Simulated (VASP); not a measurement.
These are G0W0 on PBE orbitals, VASP's PBE PAW potentials (set 64) (plane waves; VASP) values and carry that method's errors.

A VASP calculation is set up with these files.

### INCAR
```
! general
SYSTEM       =  C
PREC         =  Normal
ENCUT        =  500   ! plane-wave cut-off (eV)
LREAL        =  .False.   ! projection in real space or not
LASPH        =  .True.   ! aspherical one-centre terms
NBANDS       =  128

! electronic loop
ALGO         =  EVGW0

! smearing
ISMEAR       =  0   ! Gaussian
SIGMA        =  0.01

! functional
GGA          =  PE   ! PBE

! output
LWAVE        =  .True.
LCHARG       =  .False.

! other
ENCUTGW      =  180
NELMGW       =  1
NOMEGA       =  64
NBANDSGW     =  14
LSPECTRALGW  =  .True.
```

File POSCAR:
```
C
1
    0.0000000000     1.7835000000     1.7835000000
    1.7835000000     0.0000000000     1.7835000000
    1.7835000000     1.7835000000     0.0000000000
C
2
Direct
  0.0000000000   0.0000000000   0.0000000000
  0.2500000000   0.2500000000   0.2500000000
```

### KPOINTS
```
Automatic mesh
0
Gamma
6 6 6
0 0 0
```

POTCAR, in this order: C_GW_new (PBE.64 set). Program: vasp_std. Read from the step before: W*.

What VASP printed:

### OSZICAR
```
energies w=
    0.000    0.000    0.868    0.000    1.735    0.000    2.597    0.000
    3.454    0.000    4.304    0.000    5.145    0.000    5.976    0.000
    6.797    0.000    7.607    0.000    8.405    0.000    9.193    0.000
    9.970    0.000   10.736    0.000   11.492    0.000   12.240    0.000
   12.980    0.000   13.714    0.000   14.442    0.000   15.165    0.000
   15.887    0.000   16.607    0.000   17.327    0.000   18.049    0.000
   18.776    0.000   19.508    0.000   20.248    0.000   20.998    0.000
   21.760    0.000   22.536    0.000   23.330    0.000   24.145    0.000
   24.983    0.000   25.848    0.000   26.745    0.000   27.676    0.000
   28.649    0.000   29.668    0.000   30.739    0.000   31.870    0.000
   33.072    0.000   34.351    0.000   35.721    0.000   37.195    0.000
   38.792    0.000   40.528    0.000   42.430    0.000   44.526    0.000
   46.852    0.000   49.455    0.000   52.390    0.000   55.731    0.000
   59.575    0.000   64.046    0.000   69.319    0.000   75.632    0.000
   83.328    0.000   92.917    0.000  105.186    0.000  121.428    0.000
  143.918    0.000  177.061    0.000  230.661    0.000  331.834    0.000
NQ=   1    0.0000    0.0000    0.0000,
 performed        271000 updates of chi_q(r,r)
NQ=   2    0.1667    0.0000    0.0000,
 performed        786000 updates of chi_q(r,r)
NQ=   3    0.3333    0.0000    0.0000,
 performed       1301000 updates of chi_q(r,r)
NQ=   4    0.5000    0.0000    0.0000,
 performed       1730000 updates of chi_q(r,r)
NQ=   5    0.1667    0.1667    0.0000,
 performed       2245000 updates of chi_q(r,r)
NQ=   6    0.3333    0.1667    0.0000,
 performed       3068000 updates of chi_q(r,r)
NQ=   7    0.5000    0.1667    0.0000,
 performed       3891000 updates of chi_q(r,r)
NQ=   8   -0.3333    0.1667    0.0000,
 performed       4714000 updates of chi_q(r,r)
NQ=   9   -0.1667    0.1667    0.0000,
 performed       5422000 updates of chi_q(r,r)
NQ=  10    0.3333    0.3333    0.0000,
 performed       5937000 updates of chi_q(r,r)
NQ=  11    0.5000    0.3333    0.0000,
 performed       6760000 updates of chi_q(r,r)
NQ=  12   -0.3333    0.3333    0.0000,
 performed       7468000 updates of chi_q(r,r)
NQ=  13    0.5000    0.5000    0.0000,
 performed       7847000 updates of chi_q(r,r)
NQ=  14    0.5000    0.3333    0.1667,
 performed       8778000 updates of chi_q(r,r)
NQ=  15   -0.3333    0.3333    0.1667,
 performed       9651000 updates of chi_q(r,r)
NQ=  16   -0.3333    0.5000    0.1667,
 performed      10363000 updates of chi_q(r,r)
 resolving degeneracies of screened two electron integrals
```

### OUTCAR
```


 k-point   1 :       0.0000    0.0000    0.0000
  band No.  KS-energies  QP-energies   sigma(KS)   V_xc(KS)     V^pw_x(r,r')   Z            occupation Imag(sigma)

      1      -8.7852     -10.4550     -16.9643     -14.7583     -25.4003       0.7570       2.0000       1.3749
      2      12.6857      11.8901     -17.7567     -16.7926     -19.2045       0.8252       2.0000       0.0506
      3      12.6857      11.8901     -17.7567     -16.7926     -19.2045       0.8252       2.0000       0.0506
      4      12.6857      11.8901     -17.7567     -16.7926     -19.2045       0.8252       2.0000       0.0506
      5      18.2879      19.1931     -14.3943     -15.4944      -9.3185       0.8228       0.0000      -0.0737
      6      18.2879      19.1931     -14.3943     -15.4944      -9.3185       0.8228       0.0000      -0.0737
      7      18.2879      19.1931     -14.3943     -15.4944      -9.3185       0.8228       0.0000      -0.0737
      8      26.0359      26.8591     -15.2874     -16.3587      -7.7774       0.7685       0.0000      -0.1803
      9      31.9882      32.1908     -11.6106     -11.8617      -4.3292       0.8068       0.0000      -0.3433
     10      39.2067      40.0195     -12.8874     -13.8713      -5.9287       0.8261       0.0000      -0.5454
     11      39.2067      40.0195     -12.8874     -13.8713      -5.9287       0.8261       0.0000      -0.5454
     12      40.2359      40.5542     -11.1106     -11.4967      -3.2666       0.8244       0.0000      -0.9620
     13      40.2359      40.5542     -11.1106     -11.4967      -3.2666       0.8244       0.0000      -0.9620
     14      40.2359      40.5542     -11.1106     -11.4967      -3.2666       0.8244       0.0000      -0.9620

 k-point   2 :       0.1667    0.0000    0.0000
  band No.  KS-energies  QP-energies   sigma(KS)   V_xc(KS)     V^pw_x(r,r')   Z            occupation Imag(sigma)

      1      -8.0176      -9.6465     -16.9660     -14.8140     -25.2089       0.7569       2.0000       1.2780
      2       8.9301       7.8925     -17.3176     -16.0401     -19.7840       0.8122       2.0000       0.0781
      3      11.6625      10.8233     -17.5871     -16.5667     -19.2853       0.8225       2.0000       0.0563
      4      11.6625      10.8233     -17.5871     -16.5667     -19.2853       0.8225       2.0000       0.0563
      5      19.6287      20.5897     -14.5275     -15.7034      -9.0897       0.8172       0.0000      -0.0832
      6      19.6287      20.5897     -14.5275     -15.7034      -9.0897       0.8172       0.0000      -0.0832
      7      20.0882      20.9409     -14.6687     -15.7122      -9.1977       0.8172       0.0000      -0.0855
      8      26.6763      27.5587     -14.9858     -16.1337      -7.3296       0.7687       0.0000      -0.1992
      9      32.9828      33.3107     -11.9167     -12.3275      -4.3139       0.7983       0.0000      -0.3984
     10      35.4939      36.0607     -11.9635     -12.6464      -5.1284       0.8300       0.0000      -0.4618
     11      35.4939      36.0607     -11.9635     -12.6464      -5.1284       0.8300       0.0000      -0.4618
     12      38.5472      38.8221     -11.3364     -11.6741      -3.4640       0.8143       0.0000      -0.7864
     13      47.1088      47.7508     -12.0908     -12.8549      -3.9076       0.8403       0.0000      -1.4224
     14      47.1088      47.7508     -12.0908     -12.8549      -3.9076       0.8403       0.0000      -1.4224

 k-point   3 :       0.3333    0.0000    0.0000
  band No.  KS-energies  QP-energies   sigma(KS)   V_xc(KS)     V^pw_x(r,r')   Z            occupation Imag(sigma)

      1      -5.7677      -7.3000     -17.0441     -15.0124     -24.6805       0.7542       2.0000       0.9815
      2       3.3212       1.9978     -17.0675     -15.3617     -21.4432       0.7758       2.0000       0.1786
      3      10.3688       9.4310     -17.5865     -16.4383     -19.7397       0.8168       2.0000       0.0662
      4      10.3688       9.4310     -17.5865     -16.4383     -19.7397       0.8168       2.0000       0.0662
      5      20.9728      21.9690     -14.2112     -15.4341      -8.3677       0.8146       0.0000      -0.0943
      6      20.9728      21.9690     -14.2112     -15.4341      -8.3677       0.8146       0.0000      -0.0943
      7      21.2637      22.0141     -14.7043     -15.6288      -8.8360       0.8117       0.0000      -0.0974
      8      27.9596      28.8518     -13.8242     -14.9820      -5.9711       0.7707       0.0000      -0.2349
      9      33.6503      34.1024     -12.4046     -12.9757      -4.5408       0.7915       0.0000      -0.4457
     10      35.9143      36.5397     -12.3328     -13.0917      -5.1000       0.8240       0.0000      -0.5473
     11      35.9143      36.5397     -12.3328     -13.0917      -5.1000       0.8240       0.0000      -0.5473
     12      37.9903      38.5391     -12.6199     -13.3168      -4.0154       0.7876       0.0000      -0.7578
     13      51.6383      52.5816     -13.2210     -14.3349      -4.2929       0.8468       0.0000      -2.1589
     14      51.6383      52.5816     -13.2210     -14.3349      -4.2929       0.8468       0.0000      -2.1589

 k-point   4 :       0.5000    0.0000    0.0000
  band No.  KS-energies  QP-energies   sigma(KS)   V_xc(KS)     V^pw_x(r,r')   Z            occupation Imag(sigma)

      1      -3.0115      -4.5043     -17.6234     -15.6325     -24.5755       0.7498       2.0000       0.6659
      2      -0.6759      -2.0079     -16.3674     -14.5926     -21.9866       0.7505       2.0000       0.3620
      3       9.8893       8.9108     -17.6176     -16.4176     -19.9496       0.8155       2.0000       0.0700
      4       9.8893       8.9108     -17.6176     -16.4176     -19.9496       0.8155       2.0000       0.0700
      5      21.1540      22.1216     -13.9305     -15.1150      -8.0709       0.8169       0.0000      -0.0943
      6      21.1540      22.1216     -13.9305     -15.1150      -8.0709       0.8169       0.0000      -0.0943
      7      21.5430      22.2513     -14.7516     -15.6267      -8.7867       0.8095       0.0000      -0.1006
      8      28.4075      29.1995     -12.8963     -13.9105      -5.1277       0.7808       0.0000      -0.2446
      9      34.5976      35.2617     -12.9742     -13.8211      -4.7373       0.7841       0.0000      -0.4788
     10      36.8863      37.4685     -13.2853     -14.0271      -4.5062       0.7849       0.0000      -0.7617
     11      38.6408      39.3622     -12.8398     -13.7337      -4.6698       0.8069       0.0000      -0.7730
     12      38.6408      39.3622     -12.8398     -13.7337      -4.6698       0.8069       0.0000      -0.7730
     13      46.6476      47.4739     -12.8878     -13.8573      -4.9532       0.8524       0.0000      -1.5730
     14      46.6476      47.4739     -12.8878     -13.8573      -4.9532       0.8524       0.0000      -1.5730

 k-point   5 :       0.1667    0.1667    0.0000
  band No.  KS-energies  QP-energies   sigma(KS)   V_xc(KS)     V^pw_x(r,r')   Z            occupation Imag(sigma)

      1      -7.7624      -9.3581     -16.9586     -14.8321     -25.1438       0.7504       2.0000       1.2393
      2      10.1146       9.1903     -17.3218     -16.1915     -19.4072       0.8178       2.0000       0.0665
      3      10.1146       9.1903     -17.3218     -16.1915     -19.4072       0.8178       2.0000       0.0665
      4      10.4456       9.4401     -17.8816     -16.6486     -20.0860       0.8155       2.0000       0.0676
      5      17.6211      18.3757     -14.0737     -14.9862      -9.1081       0.8270       0.0000      -0.0713
      6      21.7227      22.7750     -14.8121     -16.1134      -8.8326       0.8086       0.0000      -0.1016
      7      21.7227      22.7750     -14.8121     -16.1134      -8.8326       0.8086       0.0000      -0.1016
      8      25.3980      26.1770     -13.9648     -14.9526      -6.9584       0.7885       0.0000      -0.1544
      9      32.5418      33.1230     -12.9488     -13.6688      -5.7584       0.8072       0.0000      -0.3827
     10      33.5620      33.9502     -12.0901     -12.5771      -4.3177       0.7972       0.0000      -0.4312
     11      40.5058      41.3111     -12.9046     -13.8793      -5.7221       0.8261       0.0000      -0.6736
     12      42.6048      42.9590     -11.1765     -11.6050      -3.1558       0.8264       0.0000      -1.1244
     13      42.6048      42.9590     -11.1765     -11.6050      -3.1558       0.8264       0.0000      -1.1244
     14      45.8182      46.1359     -11.4508     -11.8342      -3.4953       0.8284       0.0000      -1.1414

 k-point   6 :       0.3333    0.1667    0.0000
  band No.  KS-energies  QP-energies   sigma(KS)   V_xc(KS)     V^pw_x(r,r')   Z            occupation Imag(sigma)

      1      -6.0047      -7.5351     -17.0097     -14.9768     -24.7152       0.7528       2.0000       1.0074
      2       5.4678       4.2083     -17.3214     -15.7300     -21.0005       0.7915       2.0000       0.1259
      3       8.8539       7.8332     -17.3238     -16.0674     -19.8488       0.8124       2.0000       0.0776
      4       9.2621       8.2196     -17.5499     -16.2667     -20.0186       0.8124       2.0000       0.0756
      5      18.7054      19.4625     -13.9369     -14.8551      -8.6658       0.8246       0.0000      -0.0789
      6      23.4839      24.5097     -14.8645     -16.1510      -8.3171       0.7974       0.0000      -0.1245
      7      23.5569      24.6700     -14.6644     -16.0582      -8.1071       0.7986       0.0000      -0.1245
      8      24.4746      25.1939     -13.0361     -13.9275      -6.5330       0.8068       0.0000      -0.1311
      9      33.6099      34.3807     -14.0071     -14.9884      -5.8723       0.7855       0.0000      -0.5160
     10      34.3950      34.9442     -12.5633     -13.2582      -4.4263       0.7904       0.0000      -0.4948
     11      39.7221      40.3953     -12.4454     -13.2675      -4.8606       0.8190       0.0000      -0.7573
     12      41.5077      41.8562     -11.4180     -11.8475      -3.4032       0.8114       0.0000      -0.8951
     13      50.2913      50.9267     -11.9592     -12.7221      -3.4968       0.8329       0.0000      -1.5845
     14      51.4604      52.4271     -13.1465     -14.2672      -4.4218       0.8625       0.0000      -2.2306

...
```
(Selected blocks of OUTCAR.)

The mesh is coarse and the basis finite, so the quasiparticle values are not converged.

The compound is C in the diamond structure. The cell was not relaxed at this level. The k-mesh is coarse (spacing up to 0.51 per Å, 2π included), so the numbers may not be converged in it.
